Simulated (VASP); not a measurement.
Here is the system:

```xyz
2
Lattice="2.7502 0.0000 0.0000 0.0000 2.7502 0.0000 0.0000 0.0000 2.7502" Properties=species:S:1:pos:R:3 pbc="T T T"
Fe     0.0000     0.0000     0.0000
P      1.3751     1.3751     1.3751
```
Starting moments (μB, in the order of the record's atoms Fe P): 0.8 0.0.

Computed with PBEsol GGA, VASP's PBE PAW potentials (set 64) (plane waves; VASP 6.6.1). Settings: 400 eV cut-off, 15×15×15 Γ-centred mesh, tetrahedra with Blöchl corrections, potentials Fe P.

Problem. Estimate the cell moment, energy per atom (σ→0), band gap (on the k-mesh) with the smallest direct gap where there is one.

Solution. 
| Item | Result |
|---|---|
| band gap (on the k-mesh) | none (metal, semimetal or under 0.01 eV) |
| cell moment | 0.75 μB |
| energy per atom (σ→0) | -7.684 eV/atom |

Problem. Give the moment on each site (PAW-sphere projection).

Solution. 
```csv
site,moment (μB)
Fe1,0.78
P2,0.01
```

Total energies compare only between runs with the same potentials, cut-off and functional.

The structure was generated: FeP was put into the CsCl type type (Pm-3m), which need not be its known phase. It was relaxed first, which changed the volume by -31 %.
